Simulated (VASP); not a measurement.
F2InH, in a box:

```
F In H
1.0
    13.00000    0.00000    0.00000
     0.00000   12.00000    0.00000
     0.00000    0.00000   11.00000
F In H
2 1 1
Cartesian
  4.9954 5.1049 5.8625
  8.0306 4.7690 6.4320
  6.7335 5.8874 5.5324
  7.0552 7.2730 4.6360
```

* Program: VASP 6.6.1
* Task: single point
* Functional: PBE
* Potentials or basis: VASP PAW PBE potentials, release 64 (F, In_d, H)
* Cutoff: 520 eV
* k mesh: 1 × 1 × 1
* Occupations: gaussian, width 0.01 eV
* Spin: no spin polarisation

On this cell: largest force 0.726 eV/Å; gap between the frontier levels 5.46 eV.

The same run follows on a disturbed copy (atoms moved at random, drawn with an rms of 0.05 Å):

```xyz
4
Lattice="13.0000 0.0000 0.0000 0.0000 12.0000 0.0000 0.0000 0.0000 11.0000" Properties=species:S:1:pos:R:3 pbc="T T T"
F     4.9884    5.1135    5.8339
F     8.0406    4.7443    6.4227
In    6.7542    5.8660    5.5116
H     7.0780    7.3077    4.6434
```

**Question.** What does the disturbed cell give?

**Answer.** The energy moves by -0.8 meV/atom; largest force 0.976 eV/Å; gap between the frontier levels 5.33 eV.

Forces on the atoms (eV/Å):
```
F   -0.387 -0.211  0.073
F    0.424 -0.417  0.307
In   0.002  0.852 -0.476
H   -0.039 -0.225  0.097
```

Caveats: spin-orbit coupling is left out, which moves the levels of the heavy elements.

